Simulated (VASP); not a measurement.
These are r2SCAN meta-GGA, VASP's PBE PAW potentials (set 64) (plane waves; VASP 6.6.1) values and carry that method's errors.

Input for VASP

POSCAR:
```
Sr2SiS4
1.0
  6.5230958024   0.0000000000  -0.0056921782
  0.0000000000   6.5642949539   0.0000000000
 -2.5560394891   0.0000000000   7.7747759944
Sr Si S
4 2 8
Cartesian
 -0.5831928930   4.9232212154   7.3982671888
  4.5502492063   1.6410737385   0.3708166274
  0.3741012149   4.9232212154   3.3374958427
  3.5929550984   1.6410737385   4.4315879735
  2.6742417405   4.9232212154   6.1918886530
  1.2928145728   1.6410737385   1.5771951632
  5.6298077898   4.9232212154   0.5015110752
 -1.6627514765   1.6410737385   7.2675727410
  4.3785625372   4.9232212154   4.9187739001
 -0.4115062239   1.6410737385   2.8503099161
  1.4283707888   3.2715362009   5.7207781260
  2.5386855245   3.2927587530   2.0483056902
  2.5386855245   6.5536836779   2.0483056902
  1.4283707888   0.0106112760   5.7207781260
```

KPOINTS:
```
Automatic mesh
0
Gamma
4 3 3
0 0 0
```

**INCAR**
```
! general
SYSTEM  = Sr2SiS4
PREC    = Accurate
ENCUT   = 400
LREAL   = Auto
LASPH   = .True.

! electronic loop
EDIFF   = 1E-6
NELM    = 100
ALGO    = Normal
LMAXMIX = 4
LMIXTAU = .True.

! smearing
ISMEAR  = 0
SIGMA   = 0.05

! functional
METAGGA = R2SCAN

! ions
IBRION  = 2
NSW     = 60
ISIF    = 3
EDIFFG  = -0.02

! output
LWAVE   = .False.
LCHARG  = .False.
```

POTCAR, in this order: Sr_sv Si S (PBE.64 set). Program: vasp_std.

The run wrote:

File OSZICAR:
```
...
DAV:   8    -0.165246686949E+03   -0.35214E+01   -0.57256E+00  2031   0.101E+01    0.591E+00
DAV:   9    -0.166965154696E+03   -0.17185E+01   -0.10914E+00  1975   0.563E+00    0.283E+00
DAV:  10    -0.166850730623E+03    0.11442E+00   -0.15924E-01  1824   0.244E+00    0.246E+00
DAV:  11    -0.167162648562E+03   -0.31192E+00   -0.19646E-01  2104   0.192E+00    0.378E-01
DAV:  12    -0.167365750283E+03   -0.20310E+00   -0.17389E-01  1776   0.267E+00    0.125E+00
DAV:  13    -0.167392268521E+03   -0.26518E-01   -0.95443E-03  1856   0.506E-01    0.679E-01
DAV:  14    -0.167395645038E+03   -0.33765E-02   -0.30899E-03  1824   0.333E-01    0.377E-01
DAV:  15    -0.167395873591E+03   -0.22855E-03   -0.16936E-03  1848   0.230E-01    0.175E-01
DAV:  16    -0.167396532573E+03   -0.65898E-03   -0.46173E-04  1824   0.140E-01    0.169E-01
DAV:  17    -0.167396531599E+03    0.97370E-06   -0.18635E-05  2344   0.144E-02    0.166E-01
DAV:  18    -0.167396515822E+03    0.15777E-04   -0.20593E-05  1840   0.205E-02    0.131E-01
DAV:  19    -0.167396536304E+03   -0.20482E-04   -0.69920E-05  2040   0.427E-02    0.495E-02
DAV:  20    -0.167396543573E+03   -0.72694E-05   -0.17249E-05  1768   0.187E-02    0.443E-02
DAV:  21    -0.167396543309E+03    0.26435E-06   -0.64781E-07  1168   0.362E-03
   1 F= -.16739654E+03 E0= -.16739654E+03  d E =-.167397E+03
       N       E                     dE             d eps       ncg     rms          rms(c)
DAV:   1    -0.167678085348E+03   -0.28154E+00   -0.87225E+00  1597   0.115E+01    0.426E+00
DAV:   2    -0.167503495842E+03    0.17459E+00   -0.62232E-01  2005   0.300E+00    0.179E+00
DAV:   3    -0.167447555125E+03    0.55941E-01   -0.16764E-01  1853   0.158E+00    0.850E-01
DAV:   4    -0.167447985152E+03   -0.43003E-03   -0.24504E-02  2311   0.622E-01    0.700E-01
DAV:   5    -0.167447250707E+03    0.73445E-03   -0.66891E-03  1949   0.421E-01    0.422E-01
DAV:   6    -0.167449504357E+03   -0.22536E-02   -0.11369E-02  1971   0.498E-01    0.122E-01
DAV:   7    -0.167450105340E+03   -0.60098E-03   -0.21966E-03  2220   0.177E-01    0.984E-02
DAV:   8    -0.167450113635E+03   -0.82945E-05   -0.61721E-05  2063   0.284E-02    0.957E-02
DAV:   9    -0.167450111556E+03    0.20782E-05   -0.50190E-06  1718   0.962E-03    0.913E-02
DAV:  10    -0.167450097374E+03    0.14183E-04   -0.51125E-04  1799   0.911E-02    0.106E-01
DAV:  11    -0.167450107085E+03   -0.97111E-05   -0.53030E-05  1742   0.413E-02    0.946E-02
DAV:  12    -0.167450111034E+03   -0.39491E-05   -0.31840E-06  1480   0.870E-03    0.874E-02
DAV:  13    -0.167450110421E+03    0.61243E-06   -0.89219E-07  1126   0.536E-03
   2 F= -.16745011E+03 E0= -.16745011E+03  d E =-.535671E-01
       N       E                     dE             d eps       ncg     rms          rms(c)
DAV:   1    -0.167453076219E+03   -0.29652E-02   -0.89711E-02  1602   0.117E+00    0.432E-01
DAV:   2    -0.167451259137E+03    0.18171E-02   -0.61174E-03  1957   0.304E-01    0.185E-01
DAV:   3    -0.167450743923E+03    0.51521E-03   -0.14999E-03  1781   0.153E-01    0.845E-02
DAV:   4    -0.167450714769E+03    0.29154E-04   -0.31140E-04  2312   0.682E-02    0.631E-02
DAV:   5    -0.167450709330E+03    0.54382E-05   -0.66992E-05  1870   0.422E-02    0.397E-02
DAV:   6    -0.167450696441E+03    0.12889E-04   -0.12248E-04  2004   0.481E-02    0.106E-02
DAV:   7    -0.167450713829E+03   -0.17388E-04   -0.27864E-05  2141   0.222E-02    0.917E-03
DAV:   8    -0.167450713832E+03   -0.30168E-08   -0.59351E-07  1125   0.316E-03
   3 F= -.16745071E+03 E0= -.16745071E+03  d E =-.541705E-01
       N       E                     dE             d eps       ncg     rms          rms(c)
DAV:   1    -0.167461468505E+03   -0.10755E-01   -0.34751E+00  1596   0.600E+00    0.182E+00
DAV:   2    -0.167470308494E+03   -0.88400E-02   -0.18589E-01  1976   0.154E+00    0.526E-01
DAV:   3    -0.167471266952E+03   -0.95846E-03   -0.85282E-03  1904   0.416E-01    0.393E-01
DAV:   4    -0.167469774549E+03    0.14924E-02   -0.55521E-03  2080   0.282E-01    0.172E-01
DAV:   5    -0.167470396532E+03   -0.62198E-03   -0.10804E-03  1832   0.183E-01    0.861E-02
DAV:   6    -0.167470382087E+03    0.14446E-04   -0.46549E-04  2064   0.112E-01    0.546E-02
DAV:   7    -0.167470473470E+03   -0.91383E-04   -0.23793E-04  1784   0.870E-02    0.206E-02
DAV:   8    -0.167470520383E+03   -0.46913E-04   -0.60558E-05  1832   0.456E-02    0.111E-02
DAV:   9    -0.167470523089E+03   -0.27064E-05   -0.10339E-05  1848   0.156E-02    0.458E-03
DAV:  10    -0.167470525978E+03   -0.28892E-05   -0.46108E-06  1512   0.980E-03    0.323E-03
DAV:  11    -0.167470526139E+03   -0.16065E-06   -0.60999E-07  1128   0.480E-03
   4 F= -.16747053E+03 E0= -.16747053E+03  d E =-.198123E-01
       N       E                     dE             d eps       ncg     rms          rms(c)
DAV:   1    -0.167470595128E+03   -0.69150E-04   -0.15626E-02  1602   0.403E-01    0.119E-01
DAV:   2    -0.167470621568E+03   -0.26439E-04   -0.83763E-04  1976   0.103E-01    0.354E-02
DAV:   3    -0.167470627820E+03   -0.62520E-05   -0.39286E-05  1856   0.288E-02    0.270E-02
DAV:   4    -0.167470622343E+03    0.54767E-05   -0.25404E-05  2088   0.191E-02    0.136E-02
DAV:   5    -0.167470626850E+03   -0.45071E-05   -0.36522E-06  1600   0.106E-02    0.779E-03
DAV:   6    -0.167470627496E+03   -0.64614E-06   -0.16268E-06  1144   0.711E-03
   5 F= -.16747063E+03 E0= -.16747063E+03  d E =-.199137E-01
       N       E                     dE             d eps       ncg     rms          rms(c)
DAV:   1    -0.167472521291E+03   -0.18944E-02   -0.86975E-02  1600   0.114E+00    0.381E-01
DAV:   2    -0.167471354771E+03    0.11665E-02   -0.51272E-03  2059   0.286E-01    0.152E-01
DAV:   3    -0.167471053098E+03    0.30167E-03   -0.92572E-04  2039   0.123E-01    0.698E-02
DAV:   4    -0.167470962052E+03    0.91046E-04   -0.25756E-04  2288   0.676E-02    0.559E-02
DAV:   5    -0.167470979403E+03   -0.17351E-04   -0.51870E-05  2002   0.386E-02    0.350E-02
DAV:   6    -0.167470967256E+03    0.12147E-04   -0.55523E-05  2175   0.366E-02    0.119E-02
DAV:   7    -0.167470972051E+03   -0.47952E-05   -0.14678E-05  1924   0.189E-02    0.104E-02
DAV:   8    -0.167470971654E+03    0.39795E-06   -0.15729E-06  1260   0.544E-03
   6 F= -.16747097E+03 E0= -.16747097E+03  d E =-.344157E-03
       N       E                     dE             d eps       ncg     rms          rms(c)
DAV:   1    -0.167470994459E+03   -0.22408E-04   -0.94895E-04  1609   0.119E-01    0.388E-02
DAV:   2    -0.167470979522E+03    0.14937E-04   -0.57853E-05  2050   0.302E-02    0.166E-02
DAV:   3    -0.167470975143E+03    0.43789E-05   -0.10128E-05  1984   0.131E-02    0.778E-03
DAV:   4    -0.167470974760E+03    0.38351E-06   -0.28027E-06  1180   0.874E-03
   7 F= -.16747097E+03 E0= -.16747097E+03  d E =-.347263E-03
       N       E                     dE             d eps       ncg     rms          rms(c)
DAV:   1    -0.167470984617E+03   -0.94734E-05   -0.48905E-04  1613   0.861E-02    0.283E-02
DAV:   2    -0.167470975393E+03    0.92239E-05   -0.25248E-05  1868   0.209E-02    0.104E-02
DAV:   3    -0.167470973850E+03    0.15430E-05   -0.54810E-06  1823   0.990E-03    0.579E-03
DAV:   4    -0.167470974565E+03   -0.71528E-06   -0.15652E-06  1055   0.582E-03
   8 F= -.16747097E+03 E0= -.16747097E+03  d E =-.347069E-03
       N       E                     dE             d eps       ncg     rms          rms(c)
DAV:   1    -0.167471062204E+03   -0.88354E-04   -0.12702E-02  1598   0.416E-01    0.945E-02
DAV:   2    -0.167471082059E+03   -0.19855E-04   -0.62083E-04  1856   0.106E-01    0.406E-02
DAV:   3    -0.167471087125E+03   -0.50653E-05   -0.47486E-05  2063   0.309E-02    0.235E-02
DAV:   4    -0.167471081528E+03    0.55962E-05   -0.16777E-05  1976   0.174E-02    0.874E-03
DAV:   5    -0.167471081214E+03    0.31454E-06   -0.57502E-06  1868   0.127E-02
   9 F= -.16747108E+03 E0= -.16747108E+03  d E =-.106649E-03
```

File OUTCAR:
```
------------------------ aborting loop because EDIFF is reached ----------------------------------------
  FORCE on cell =-STRESS in cart. coord.  units (eV):
  Direction    XX          YY          ZZ          XY          YZ          ZX
  --------------------------------------------------------------------------------------
  Total       -0.0337559      0.0017460     -0.0030032      0.0000000      0.0000000      0.0057658
  in kB       -0.1567144      0.0081061     -0.0139426      0.0000000      0.0000000      0.0267684
  external PRESSURE =      -0.0541836 kB  Pullay stress =       0.0000000 kB
  volume of cell :      345.10
      direct lattice vectors                 reciprocal lattice vectors
     6.602174433  0.000000000 -0.004327626     0.151497963  0.000000000  0.049906551
     0.000000000  6.661741346  0.000000000     0.000000000  0.150110902  0.000000000
    -2.585357882  0.000000000  7.848197217     0.000083538  0.000000000  0.127445316
 POSITION                                       TOTAL-FORCE (eV/Angst)
 -----------------------------------------------------------------------------------
     -0.58552      4.99631      7.46711        -0.010185      0.000000      0.006035
      4.60233      1.66544      0.37676         0.010185     -0.000000     -0.006035
      0.37482      4.99631      3.36824        -0.004958      0.000000     -0.005313
      3.64200      1.66544      4.47563         0.004958      0.000000      0.005313
      2.69757      4.99631      6.24873         0.006184      0.000000      0.000352
      1.31924      1.66544      1.59514        -0.006184      0.000000     -0.000352
      5.68928      4.99631      0.47901         0.004163      0.000000     -0.003512
     -1.67246      1.66544      7.36486        -0.004163      0.000000      0.003512
      4.40544      4.99631      4.98190         0.007033      0.000000      0.007422
     -0.38862      1.66544      2.86197        -0.007033      0.000000     -0.007422
      1.46004      3.34290      5.78157         0.002268     -0.001514      0.002154
      2.55678      3.31884      2.06229        -0.002268      0.001514     -0.002154
      2.55678      0.01203      2.06229        -0.002268     -0.001514     -0.002154
      1.46004      6.64972      5.78157         0.002268      0.001514      0.002154
 -----------------------------------------------------------------------------------
    total drift:                                0.000000     -0.000000      0.000000
  FREE ENERGIE OF THE ION-ELECTRON SYSTEM (eV)
  ---------------------------------------------------
  free  energy   TOTEN  =      -167.4710812138 eV

  energy  without entropy=     -167.4710812138  energy(sigma->0) =     -167.47108121

 reached required accuracy - stopping structural energy minimisation
```
(Selected blocks of OUTCAR.)

### CONTCAR
```
Sr2SiS4
   1.00000000000000
     6.6021744327225020    0.0000000000000000   -0.0043276258431069
     0.0000000000000000    6.6617413462735691    0.0000000000000000
    -2.5853578815341391    0.0000000000000000    7.8481972170354908
  Sr              Si              S
     4     2     8
Direct
     0.2839534614579080    0.7500000000000000    0.9515996540606565
     0.7160465385420919    0.2500000000000000    0.0484003459393434
     0.2248819724601557    0.7500000000000000    0.4292981649385468
     0.7751180275398443    0.2500000000000000    0.5707018350614532
     0.7205294372698511    0.7500000000000000    0.7965969709107049
     0.2794705627301488    0.2500000000000000    0.2034030290892951
     0.8858193406510436    0.7500000000000000    0.0615222817040518
     0.1141806593489563    0.2500000000000000    0.9384777182959483
     0.9160442794982897    0.7500000000000000    0.6352882520748517
     0.0839557205017103    0.2500000000000000    0.3647117479251484
     0.5097312291354322    0.5018052583903178    0.7369566118487979
     0.4902687708645679    0.4981947416096822    0.2630433881512020
     0.4902687708645679    0.0018052583903177    0.2630433881512020
     0.5097312291354322    0.9981947416096822    0.7369566118487979
```

Energy and stress use the plane-wave basis of the starting cell.

The structure comes from a computed database's Sr2SiS4 entry (P2_1/m); how it stands against other phases isn't given here. This run relaxes it. Symmetry was kept, so distortions that lower it aren't found. The start is the result of an earlier pass.
